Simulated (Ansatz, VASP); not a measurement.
# YbGe2 in two plane-wave programs, part 2 of 2

Aim: how closely do two programs agree when they are given the same cell, functional and k mesh? The cell is invented: As first built, before any earlier steps moved the atoms (in the runner's words): it takes the YbSi2 structure with some of its atoms replaced by other elements, volume scaled by an estimate. It may not be a known or stable phase. The cell is taken from a series of VASP runs on this material, whose earlier steps may have relaxed, scaled or displaced it; both programs get it as it stands.

VASP 6.6.1 and Ansatz 0.2.0.

So far: The starting structure; VASP: relaxation of cell and atoms, RPBE with D4.

## (3) Ansatz: relaxation of cell and atoms, RPBE with D4

Level of this step: Ansatz beside VASP: Kohn-Sham DFT, plane waves, RPBE with D4 (Ansatz).

Ansatz runs on its default PAW (the set named soft_2) files.

The same cell, functional, mesh and smearing now go to Ansatz, which takes its cutoff from its data sets.

File input.yaml:

```yaml
crystal:
  lattice:
    - [4.3057191901, 5.53e-08, 0.0]
    - [-2.1528589917, 3.7288623122, 0.0]
    - [0.0, 0.0, 3.9683511458]
  atoms:
    - { symbol: Yb, position: [0.0, 0.0, 0.0], spin: 1.0 }
    - { symbol: Ge, position: [0.33333333, 0.66666667, 0.5] }
    - { symbol: Ge, position: [0.66666667, 0.33333333, 0.5] }
hamiltonian:
  xc: rpbe
  pseudopotentials: { kind: paw }
  dispersion: d4
magnetization:
  spin_polarized: true
kpoints:
  mp_grid: { grid: [5, 5, 5] }
scf:
  occupations: { method: fermi_dirac, width: 0.05 }
relax:
  f_tol: 0.01
  max_steps: 60
  cell: { stress_tol: 0.05 }
output:
  forces: true
  stress: true
```

The run is started by

```console
$ ansatz run input.yaml --threads 4 --pin off --max-ram 9216MiB --backend cpu --events-out ev --progress --plain --runs-dir out
```

Numbers of over 12 decimals in the logs are rounded to 6 here.

The program printed:

```text
Warning: the atoms were moved onto the symmetric positions of the space group found under crystal.symmetry.tolerance 1.0e-5 (fractional; no operation is sought that the atoms, as they stand in a round, miss by more than twice it, and no atom is moved by as much as it), and the run uses the moved positions. Before a round's move an operation carried an atom to 4.31e-8 Å from where it should land, the largest such dist [...]
Warning: where an SCF of this run starts from atoms to list the orders of its open shells, Yb (site 0, from 0) starts with 0.44 μB on its 4f shell and 0.44 μB on its 5d shell, in the place of the 1.00 μB that the deck gives it: its open shells can hold no more by Hund's first rule. To start from spheres of the given moment, type scf.initial_density.shell_occupations: []
Engine: ansatz 0.2.0, x86_64-unknown-linux-gnu
Pseudopotentials: kind: paw
Pseudopotential: Yb, paw, valence charge 24, recommended cutoff 420 eV (normal), Yb.paw.azcp
Pseudopotential: Ge, paw, valence charge 14, recommended cutoff 420 eV (normal), Ge.paw.azcp
Functional definition: RPBE
  parameter kappa = 0.804
  parameter beta = 0.066725
  exchange = rpbe_x(kappa = kappa, mu = beta*pi^2/3)
  correlation = pbe_c(beta = beta)
Crystal: 3 atoms, lattice volume = 63.714 Å³
Basis set: ecut = 420 eV, 1231 PW (Γ), exchange–correlation on 60×60×54 points (8 copies of the dense FFT grid, shifted against one another)
Bands: 32, of which v1, the nominal top of the filled ones, is band 26 counted from 1 (25 counted from 0)
Symmetry: 24 space group operations
Space group: P6/mmm (ITA 191), of the structure as read, at distance tolerance 4.0e-5 Å
Magnetic group: BNS 191.233 (UNI 1463), of the structure as read, at distance tolerance 4.0e-5 Å
k-points: 15 of 125
Non-local potential: Yb, projectors of the file, l = 0: 3, l = 1: 2, l = 2: 2, l = 3: 3
Non-local potential: Ge, projectors of the file, l = 0: 2, l = 1: 2, l = 2: 3, l = 3: 1
PAW form: soft (Blöchl's): semilocal exchange-correlation on the pseudo side does not see the compensation charge
PAW frozen core: Yb, regenerated for the run's functional, and the local potential with it (the file was generated under x = pbe(κ = 0.804, μ = 0.219515), c = pbe(β = 0.066725))
PAW frozen core: Ge, regenerated for the run's functional, and the local potential with it (the file was generated under x = pbe(κ = 0.804, μ = 0.219515), c = pbe(β = 0.066725))
PAW one-centre angular grid: Yb, 590 points (default); XC on 64 Gauss nodes
PAW one-centre angular grid: Ge, 590 points (default); XC on 64 Gauss nodes
Initial density: superposition of atomic densities (chi_scale 0.1, normalization cell)
Starting moments: Σ|m| = 1 μB on 1 of 3 sites
Initial wavefunctions: pseudopotential atomic-orbital guess
Functional: x = rpbe, c = pbe(β = 0.066725)
iter 1 solved again at ethr=9.01e-4 eV; its pass at ethr=3.10e-3 eV (dr2=4.69e-1 eV) is discarded
SCF iter   1: F=—  HF=-22411.486308 eV  |F-HF|=—  |Δ(HF+E_count)|=         —  Δρ=3.49e-2 (↑3.49e-2 ↓1.98e-2)  dr2=4.75e-1  dr2_m=3.67e-1  M=0.130 μB ∫|m|=0.143 μB  β_m=0.30  ethr=9.01e-4  ⟨swp⟩=1.4  Hψ=4908  notcnv=0
Mixer restart at iter 1: flushing history
preconditioner: auto → Resta (q_TF=auto, 2.637 Å⁻¹)  ε∞=4.7  [insulator: Δε(μ)=0.126 eV  Ē_g=17.142 eV  σ=0.050 eV  W_gap=0.51  n_scr=20 (ndim 8)  ℏωp=32.9 eV  f_vac=0.000  D(μ)=2.03/eV (n_scr^D=20)  ε∞_Penn≈4.7]
spin=Collinear: Resta preconditioning applied to the charge; magnetization (m = ρ↑ − ρ↓) channel mixes plain (no charge-response kernel on spin).
SCF iter   2: F=—  HF=-22411.430350 eV  |F-HF|=—  |Δ(HF+E_count)|=   5.60e-2  Δρ=2.18e-2 (↑2.18e-2 ↓1.91e-2)  dr2=1.79e-1  dr2_m=2.04e-1  M=0.096 μB ∫|m|=0.109 μB  β_m=0.59  ethr=9.01e-4  ⟨swp⟩=3.0  Hψ=1605  notcnv=0
preconditioner: auto → Kerker (q_TF=auto, 2.637 Å⁻¹)  [metal: Δε(μ)=0.095 eV  Ē_g=17.174 eV  σ=0.050 eV  W_gap=0.39  n_scr=20 (ndim 8)  ℏωp=32.9 eV  f_vac=0.000  D(μ)=1.92/eV (n_scr^D=20)]
spin=Collinear: Kerker preconditioning applied to the charge; magnetization (m = ρ↑ − ρ↓) channel mixes plain (no charge-response kernel on spin).
SCF iter   3: F=—  HF=-22411.658681 eV  |F-HF|=—  |Δ(HF+E_count)|=   2.28e-1  Δρ=1.50e-2 (↑1.50e-2 ↓6.62e-3)  dr2=2.52e-1  dr2_m=1.26e-2  M=0.029 μB ∫|m|=0.037 μB  β_m=0.46  ethr=3.44e-4  ⟨swp⟩=4.7  Hψ=2537  notcnv=0  defer=44
SCF iter   4: F=—  HF=-22411.438669 eV  |F-HF|=—  |Δ(HF+E_count)|=   2.20e-1  Δρ=3.35e-3 (↑3.35e-3 ↓2.53e-3)  dr2=1.61e-2  dr2_m=1.47e-4  M=0.006 μB ∫|m|=0.017 μB  β_m=0.73  ethr=3.44e-4  ⟨swp⟩=3.1  Hψ=2481  notcnv=0  defer=24
SCF iter   5: F=—  HF=-22411.456390 eV  |F-HF|=—  |Δ(HF+E_count)|=   1.77e-2  Δρ=2.37e-3 (↑1.66e-3 ↓2.37e-3)  dr2=9.35e-3  dr2_m=9.92e-5  M=0.004 μB ∫|m|=0.007 μB  β_m=0.87  ethr=3.09e-5  ⟨swp⟩=2.1  Hψ=1968  notcnv=0  defer=24
SCF iter   6: F=—  HF=-22411.466219 eV  |F-HF|=—  |Δ(HF+E_count)|=   9.83e-3  Δρ=9.50e-4 (↑6.54e-4 ↓9.50e-4)  dr2=2.34e-3  dr2_m=1.84e-5  M=0.000 μB ∫|m|=0.001 μB  β_m=0.79  ethr=1.80e-5  ⟨swp⟩=2.2  Hψ=1906  notcnv=0  defer=24
SCF iter   7: F=—  HF=-22411.466030 eV  |F-HF|=—  |Δ(HF+E_count)|=   1.89e-4  Δρ=4.65e-4 (↑4.65e-4 ↓3.86e-4)  dr2=7.09e-4  dr2_m=1.18e-6  M=-0.000 μB ∫|m|=0.000 μB  β_m=0.78  ethr=4.50e-6  ⟨swp⟩=2.0  Hψ=2033  notcnv=0  defer=24
SCF iter   8: F=—  HF=-22411.466145 eV  |F-HF|=—  |Δ(HF+E_count)|=   1.15e-4  Δρ=8.89e-5 (↑8.38e-5 ↓8.89e-5)  dr2=1.80e-5  dr2_m=9.15e-8  M=0.000 μB ∫|m|=0.001 μB  β_m=0.89  ethr=1.36e-6  ⟨swp⟩=2.1  Hψ=1746  notcnv=0  defer=24
SCF iter   9: F=—  HF=-22411.466145 eV  |F-HF|=—  |Δ(HF+E_count)|=   2.61e-7  Δρ=2.98e-5 (↑2.98e-5 ↓2.77e-5)  dr2=2.97e-6  dr2_m=2.17e-9  M=-0.000 μB ∫|m|=0.000 μB  β_m=0.95  ethr=3.46e-8  ⟨swp⟩=2.4  Hψ=1807  notcnv=0  defer=24
SCF iter  10: F=—  HF=-22411.466148 eV  |F-HF|=—  |Δ(HF+E_count)|=   2.24e-6  Δρ=2.11e-5 (↑1.94e-5 ↓2.11e-5)  dr2=9.81e-7  dr2_m=7.02e-10  M=-0.000 μB ∫|m|=0.000 μB  β_m=0.97  ethr=5.72e-9  ⟨swp⟩=2.0  Hψ=1748  notcnv=0  defer=24
SCF iter  11: F=—  HF=-22411.466149 eV  |F-HF|=—  |Δ(HF+E_count)|=   1.40e-6  Δρ=3.33e-6 (↑3.08e-6 ↓3.33e-6)  dr2=3.95e-8  dr2_m=2.44e-10  M=0.000 μB ∫|m|=0.000 μB  β_m=0.99  ethr=1.89e-9  ⟨swp⟩=3.0  Hψ=1894  notcnv=0  defer=24
SCF iter  12: F=-22411.466149 eV  HF=-22411.466149 eV  |F-HF|=5.16e-8  |Δ(HF+E_count)|=   8.61e-9  Δρ=2.63e-6 (↑2.53e-6 ↓2.63e-6)  dr2=1.77e-8  dr2_m=2.25e-12  M=-0.000 μB ∫|m|=0.000 μB  ethr=7.59e-11  ⟨swp⟩=3.1  Hψ=4291  notcnv=0
WARN: the starting moments were not kept: the SCF closed with an absolute magnetisation of 1.6e-6 μB, where they sum to 1 μB in size (1 site). That is at most 0.1 of that sum. Measured as dr2_m measures the in/out step, that magnetisation stands 6.9e-13 eV from none, at or under the dr2_threshold of 1.0e-7 eV: it is no larger than a step whose dr2_m would equal this threshold. The system may hold no moment; this SCF  [...]
SCF 1 converged in 12 iterations: F = -22411.466149 eV  dr2 = 1.77e-8
  greatest PAW one-centre occupation: 0.998 electrons in one spin orbital (limit 2), on the Ge atom at site 2 (counted from 0), in its partial waves of l = 2
relax step   1: F+E_penalty+E_count = -22411.46614901 eV  Δ(F+E_penalty+E_count) = +0.000e0 eV  max|allowed force component| = 7.401e-17 eV/Å  Δτ_max = 0.0000 Å  P = +0.353 GPa  Ω = 63.714 Å³  (12 SCF iters, dr2 threshold 1.00e-7 eV, accepted)
[...]
relax step   2: F+E_penalty+E_count = -22411.46654319 eV  Δ(F+E_penalty+E_count) = -3.942e-4 eV  max|allowed force component| = 3.022e-16 eV/Å  Δτ_max = 0.0000 Å  P = +0.052 GPa  Ω = 64.124 Å³  energy of the carried Pulay correction = -1.043e-4 eV  (8 SCF iters, dr2 threshold 3.00e-7 eV, accepted)
[...]
relax step   3: F+E_penalty+E_count = -22411.46653974 eV  Δ(F+E_penalty+E_count) = +3.451e-6 eV  max|allowed force component| = 7.401e-17 eV/Å  Δτ_max = 0.0000 Å  P = +0.001 GPa  Ω = 64.179 Å³  energy of the carried Pulay correction = -1.183e-4 eV  (8 SCF iters, dr2 threshold 1.13e-8 eV, accepted)
[...]
relax step   4: F+E_penalty+E_count = -22411.46664429 eV  Δ(F+E_penalty+E_count) = -1.045e-4 eV  max|allowed force component| = 1.357e-16 eV/Å  Δτ_max = 0.0000 Å  P = +0.002 GPa  Ω = 64.179 Å³  stress off target by 3.48e-3 GPa  SCF on the basis re-selected at this cell (its energy is not comparable with the rows above)  (12 SCF iters)
basis re-selected at this cell: Δ(F+E_penalty+E_count) = -1.045e-4 eV, ΔP = +0.002 GPa vs the last step (what re-selecting the basis moved, of the pressure what is left beyond the Pulay correction that the steps carried, after the strain that the cell walked since its last selection, with what the two solves' SCF thresholds leave and, on support functions, any second-order correction that the steps lacked; it is no m [...]
SCF converged after 12 iterations
Magnetization: 0.0000 μB (26.0000 up, 26.0000 down)
Absolute magnetization: 0.0000 μB (∫|ρ↑−ρ↓|, with the PAW one-centre terms)
Spin contamination: 0.0000 ħ² per cell (⟨S²⟩ above its minimum at these occupations)
Per-site moments (μB) at R_I (Å): [(4.220453137813271e-10, 1.315402), (-2.909322066347748e-11, 1.027076), (-2.909308458742493e-11, 1.027076)]
Free energy (F): -22411.466644 eV
Harris-Foulkes:  -22411.466644 eV  (|F-HF|=1.46e-11)
Internal energy: -22411.453662 eV  (E = F + TS)
E sigma→0 (E₀):  -22411.460153 eV
Entropy (-TS):   -0.012982 eV (-4.327 meV/atom)
Fermi energy:    12.864179 eV
--- Per-component energies (eV) ---
  E_band       = -132.025891
  E_kinetic    = 581.388245
  E_local      = -10118.668730  (includes V_loc(G=0)·N_el)
  E_nonlocal   = 1378.308728
  E_hartree    = 4430.004222
  E_xc         = -317.968149
  E_vxc        = -336.292838  (∫ρ·V_xc dr)
  E_paw        = -11411.646461  (= ΣΔE_a)
  E_vpaw       = -496.770138  (= ΣTr[D̂ρ^β])
  E_aug_tail   = 0.000555  (compensation charges beyond the density's cutoff)
  E_ewald      = -6950.596555
  E_disp       = -1.765665  (pairwise vdW)
  E_core_change = -0.509852  (= ΣΔE_core)
  E_smearing   = -0.012982  (= −TS)
  E_closure    = 0.000000  (closes the sum)
  Σ components = -22411.466644   (vs F -22411.466644, Δ=0.00e0)
--- Forces (eV/Å), atoms counted from 1 ---
  atom   1  Yb     0.00000000     0.00000000     0.00000000
  atom   2  Ge    -0.00000000    -0.00000000    -0.00000000
  atom   3  Ge     0.00000000     0.00000000     0.00000000
  max |Σ_I F_I| component: 3.70e-17 eV/Å
--- Stress (GPa, compression-positive) ---
        0.001584       0.000000      -0.000000
        0.000000       0.001584       0.000000
       -0.000000       0.000000       0.003478
  P = ⅓ Tr σ = 0.0022 GPa (0.022 kbar)
--- Relaxed structure (3 steps of the walk, 3 accepted, 1 SCFs on fresh bases) ---
  F+E_penalty+E_count = -22411.46664429 eV   max|allowed force component| = 1.357e-16 eV/Å   (the final SCF, on the basis selected at the relaxed cell)
  cell:  # Å, volume = 64.1793 Å³
    - [4.312601, -3.2120682399827393e-7, 0.0]
    - [-2.156300, 3.734822, 0.0]
    - [0.0, 0.0, 3.984612]
  atoms:
    - { symbol: Yb, position: [0, 0, 0.0] }
    - { symbol: Ge, position: [0.333333, 0.666667, 0.5] }
    - { symbol: Ge, position: [0.666667, 0.333333, 0.5] }
```

The job ended after 6.2 s (4 threads of Intel Xeon Platinum 8488C (Sapphire Rapids), shared host; peak memory 0.53 GiB).

## (4) Differences

Known differences besides the potentials themselves: both relaxations stop at a tolerance, which leaves soft axes loose, and VASP keeps its plane-wave basis; the cutoff is 420 eV in Ansatz and 450 eV in VASP; Ansatz makes its cores anew for this functional, VASP keeps those of its PBE data sets; VASP leaves aspherical gradient terms in its spheres out (LASPH is not set), Ansatz keeps them; Ansatz adds a Pulay correction to the stress that steers its cell, VASP none. Total energies have different zeros and are not compared.

Compared:

```tsv
quantity	Ansatz	VASP	difference
volume (Å³)	64.18	63.65	+0.83 %
edge a after relaxation, in the typed setting (Å)	4.313	4.304	+0.19 %
edge c after relaxation, in the typed setting (Å)	3.985	3.967	+0.44 %
```

The walks stopped with 0.00 GPa left in Ansatz and 0.00 GPa in VASP; each walk ends within a tolerance, so the volume difference is uncertain by about these residues over the bulk modulus, most in soft cells.

## (5) Outcome

| Quantity | Value |
| --- | --- |
| difference in volume (relaxation of cell and atoms, RPBE with D4) | 0.83 % |

In words: The difference in volume is 0.83 % (relaxation of cell and atoms, RPBE with D4), within the 1.2 % picked in this series as the mark of a large difference, as far as the stopping tolerances let one tell. Such differences can come from data sets, numerical settings and the points named under the comparisons, not from the functional's error against experiment.

[Lines on the potential files, build, host, timing and source positions are cut from VASP's logs without a mark.]

[Logs are printed without paths, hosts, clocks, repeated set-up lines and the standing remarks that a program may print on its own settings, such as how far it seeks lower states.]

[Hosts, paths, dates, database ids (printed as entryN), source tags and the programs' standing remarks are cut or masked in the printed files.]
